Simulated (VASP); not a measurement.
VASP input:

KPOINTS:
```
Automatic mesh
0
Gamma
6 6 6
0 0 0
```

**INCAR**
```
SYSTEM = ZnS
PREC = Accurate
ENCUT = 400
EDIFF = 1E-6
NELM = 100
ALGO = Normal
LREAL = .FALSE.
LASPH = .TRUE.
ISMEAR = 0
SIGMA = 0.05
GGA = PE
LMAXMIX = 4
LWAVE = .FALSE.
LCHARG = .FALSE.
ISIF = 2
```

File POSCAR:
```
ZnS
1
    0.0000000000     2.7591091010     2.7590704872
    2.7590471230     0.0000000000     2.7591102800
    2.7590497672     2.7591394292     0.0000000000
Zn S
1 1
Direct
  0.0000000000   0.0000000000   0.0000000000
  0.2500000000   0.2500000000   0.2500000000
```

POTCAR, in this order: Zn S (PBE.64 set). Program: vasp_std.

Output

**standard output**
```
 POSCAR found type information on POSCAR ZnS
 POSCAR found :  2 types and       2 ions
 Reading from existing POTCAR
 Reading from existing POTCAR
 LDA part: xc-table for (Slater+PW92), standard interpolation

 -----------------------------------------------------------------------------
|                                                                             |
|     EEEEEEE  RRRRRR   RRRRRR   OOOOOOO  RRRRRR      ###     ###     ###     |
|     E        R     R  R     R  O     O  R     R     ###     ###     ###     |
|     E        R     R  R     R  O     O  R     R     ###     ###     ###     |
|     EEEEE    RRRRRR   RRRRRR   O     O  RRRRRR       #       #       #      |
|     E        R   R    R   R    O     O  R   R                               |
|     E        R    R   R    R   O     O  R    R      ###     ###     ###     |
|     EEEEEEE  R     R  R     R  OOOOOOO  R     R     ###     ###     ###     |
|                                                                             |
|     IBZKPT: not all point group operations associated with the symmetry     |
|     operators of the crystalline lattice are members of the point group     |
|     of the reciprocal lattice.                                              |
|                                                                             |
|       ---->  I REFUSE TO CONTINUE WITH THIS SICK JOB ... BYE!!! <----       |
|                                                                             |
 -----------------------------------------------------------------------------
```

Question: Read input and log: which fault does this run have?
(A) the lattice vectors carry noise near SYMPREC
(B) the lattice was typed in bohr, and VASP reads ångström
(C) LSORBIT needs the non-collinear program vasp_ncl
(D) POTCAR lists the elements in another order than POSCAR

Answer: A, the lattice vectors carry noise near SYMPREC. VASP stops with an error: IBZKPT: not all point group operations associated with the symmetry operators of the crystalline lattice are members of the point group of the reciprocal lattice. ----> I REFUSE TO CONTINUE WITH THIS SICK JOB ... BYE!!! <----

To mend it, correct POSCAR.
**POSCAR**
```
ZnS
1
    0.0000000000     2.7591000000     2.7591000000
    2.7591000000     0.0000000000     2.7591000000
    2.7591000000     2.7591000000     0.0000000000
Zn S
1 1
Direct
  0.0000000000   0.0000000000   0.0000000000
  0.2500000000   0.2500000000   0.2500000000
```
The mended run (PBE GGA, plane waves, VASP's PBE PAW potentials (set 64)) converges, and its OSZICAR ends with
```
   1 F= -.68358738E+01 E0= -.68358738E+01  d E =-.396868E-11
```

The compound is ZnS in the zinc blende structure. The cell was not relaxed at this level.
